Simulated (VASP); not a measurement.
Computed with PBEsol GGA, VASP's PBE PAW potentials (set 64) (plane waves; VASP).

VASP input:

**KPOINTS**
```
K-points
0
gamma
  12 12 3
```

**INCAR**
```
NELM=100
SIGMA=0.01   # width (eV)
GGA=PS
LWAVE=.False.
LASPH=.True.
LCHARG=.False.
EDIFF=1E-7
NEDOS=1001
PREC=Accurate
LOPTICS=.True.
ALGO=Normal
LREAL=.False.   # projection in real space or not
LMAXMIX=4
NBANDS=93
SYSTEM=MoS2
ISMEAR=0   # Gaussian
CSHIFT=0.1
ENCUT=400
```

### POSCAR
```
MoS2
1
    1.5693247587    -2.7181499453    -0.0000000000
    1.5693247587     2.7181499453    -0.0000000000
   -0.0000000000     0.0000000000    12.3973956137
Mo S
2 4
Direct
  0.3333330000   0.6666670000   0.2500000000
  0.6666670000   0.3333330000   0.7500000000
  0.3333330000   0.6666670000   0.8758068873
  0.6666670000   0.3333330000   0.3758068873
  0.6666670000   0.3333330000   0.1241931127
  0.3333330000   0.6666670000   0.6241931127
```

POTCAR, in this order: Mo_sv S (PBE.64 set). Program: vasp_std.

Output of the run:

OSZICAR:
```
       N       E                     dE             d eps       ncg     rms          rms(c)
DAV:   1     0.443900487218E+03    0.44390E+03   -0.19988E+04  7268   0.434E+02
DAV:   2    -0.325240469791E+02   -0.47642E+03   -0.45247E+03  8175   0.176E+02
DAV:   3    -0.496733704301E+02   -0.17149E+02   -0.16932E+02  8368   0.341E+01
DAV:   4    -0.497760381096E+02   -0.10267E+00   -0.10264E+00  8192   0.269E+00
DAV:   5    -0.497769048696E+02   -0.86676E-03   -0.86674E-03  8187   0.232E-01    0.371E+01
DAV:   6    -0.476361928952E+02    0.21407E+01   -0.22435E+00  8096   0.814E+00    0.132E+01
DAV:   7    -0.473462852597E+02    0.28991E+00   -0.15250E+00  7601   0.504E+00    0.961E+00
DAV:   8    -0.469161290861E+02    0.43016E+00   -0.32896E-01  7619   0.285E+00    0.182E+00
DAV:   9    -0.468995030443E+02    0.16626E-01   -0.47696E-02  7924   0.694E-01    0.553E-01
DAV:  10    -0.468995294157E+02   -0.26371E-04   -0.10184E-03  8106   0.860E-02    0.348E-01
DAV:  11    -0.468996541888E+02   -0.12477E-03   -0.25608E-04  8023   0.434E-02    0.124E-01
DAV:  12    -0.468996300386E+02    0.24150E-04   -0.41496E-05  7838   0.217E-02    0.284E-02
DAV:  13    -0.468996318665E+02   -0.18279E-05   -0.57376E-06  8080   0.566E-03    0.151E-02
DAV:  14    -0.468996329121E+02   -0.10457E-05   -0.14119E-06  7891   0.339E-03    0.837E-03
DAV:  15    -0.468996330428E+02   -0.13071E-06   -0.88906E-08  7328   0.668E-04    0.143E-03
DAV:  16    -0.468996330477E+02   -0.48485E-08   -0.34615E-08  6982   0.454E-04
   1 F= -.46899633E+02 E0= -.46899633E+02  d E =-.242070E-40
 imaginary and real dielectric function
```

File OUTCAR:
```
------------------------ aborting loop because EDIFF is reached ----------------------------------------
  FORCE on cell =-STRESS in cart. coord.  units (eV):
  Direction    XX          YY          ZZ          XY          YZ          ZX
  --------------------------------------------------------------------------------------
  Total        0.0355897      0.0355897      0.0374783      0.0000000      0.0000000     -0.0000000
  in kB        0.5391235      0.5391233      0.5677319      0.0000000      0.0000000     -0.0000000
  external PRESSURE =       0.5486596 kB  Pullay stress =       0.0000000 kB
  volume of cell :      105.77
      direct lattice vectors                 reciprocal lattice vectors
     1.569324759 -2.718149945  0.000000000     0.318608368 -0.183948645  0.000000000
     1.569324759  2.718149945  0.000000000     0.318608368  0.183948645  0.000000000
     0.000000000  0.000000000 12.397395614     0.000000000  0.000000000  0.080662103
 POSITION                                       TOTAL-FORCE (eV/Angst)
 -----------------------------------------------------------------------------------
      1.56932      0.90605      3.09935         0.000000      0.000000      0.000000
      1.56932     -0.90605      9.29805         0.000000      0.000000      0.000000
      1.56932      0.90605     10.85772        -0.000000      0.000000     -0.004277
      1.56932     -0.90605      4.65903        -0.000000     -0.000000     -0.004277
      1.56932     -0.90605      1.53967        -0.000000     -0.000000      0.004277
      1.56932      0.90605      7.73837        -0.000000      0.000000      0.004277
 -----------------------------------------------------------------------------------
    total drift:                                0.000218      0.001593     -0.000031
  FREE ENERGIE OF THE ION-ELECTRON SYSTEM (eV)
  ---------------------------------------------------
  free  energy   TOTEN  =       -46.8996330477 eV

  energy  without entropy=      -46.8996330477  energy(sigma->0) =      -46.89963305

 plasma frequency squared (from intraband transitions) (eV^2)
  --------------------------------------------------------------------------------------
       0.000       0.000      -0.000
      -0.000       0.000       0.000
      -0.000       0.000       0.000

 plasma frequency squared (from interband transitions, int dw w eps(2)(w)) (eV^2)
  --------------------------------------------------------------------------------------
     556.609       0.000      -0.000       0.000       0.000       0.000
      -0.000      -0.000     556.609       0.000      -0.000       0.000
       0.000      -0.000      -0.000      -0.000     558.719       0.000
```
(Selected blocks of OUTCAR.)

File OUTCAR:
```
 val. band max:        7.5227976786   @ k =   0.0000   0.0000   0.0000

 cond. band min:       8.4376937058   @ k =   0.1667   0.1667   0.0000


 Fermi energy:         7.6135037812

 k-point     1 :       0.0000    0.0000    0.0000
  band No.  band energies     occupation
      1     -53.8059      2.00000
      2     -53.8059      2.00000
      3     -28.0225      2.00000
      4     -28.0221      2.00000
      5     -27.7564      2.00000
      6     -27.7564      2.00000
      7     -27.7561      2.00000
      8     -27.7561      2.00000
      9      -7.4913      2.00000
     10      -7.2386      2.00000
     11      -6.2256      2.00000
     12      -5.8024      2.00000
     13       0.5588      2.00000
     14       1.5454      2.00000
     15       4.0022      2.00000
     16       4.2637      2.00000
     17       4.2637      2.00000
     18       4.2745      2.00000
     19       4.2745      2.00000
     20       5.4066      2.00000
     21       5.4067      2.00000
     22       5.4467      2.00000
     23       5.4468      2.00000
     24       6.2725      2.00000
     25       6.3164      2.00000
     26       7.5228      2.00000
     27       9.7624      0.00000
     28       9.7624      0.00000
     29       9.7869      0.00000
     30       9.7869      0.00000
     31       9.9634      0.00000
     32       9.9634      0.00000
     33      10.1212      0.00000
     34      10.1212      0.00000
     35      13.1860      0.00000
     36      13.3022      0.00000
     37      15.7640      0.00000
     38      15.9620      0.00000
     39      16.2485      0.00000
     40      17.3995      0.00000
     41      17.6558      0.00000
     42      17.6559      0.00000
     43      18.0527      0.00000
     44      18.0527      0.00000
     45      19.3666      0.00000
     46      19.5192      0.00000
     47      19.5192      0.00000
     48      20.2231      0.00000
     49      20.2231      0.00000
     50      20.4851      0.00000
     51      22.2527      0.00000
...
```

The dielectric response may not be converged in the k-mesh; for small gaps it tends to come out too large. Without a dispersion term in the relaxation, distances and binding between the weakly bound layers, chains or molecules are unreliable, and so is what depends on them.

The compound is MoS2 in the 2H layered structure. It was relaxed first.
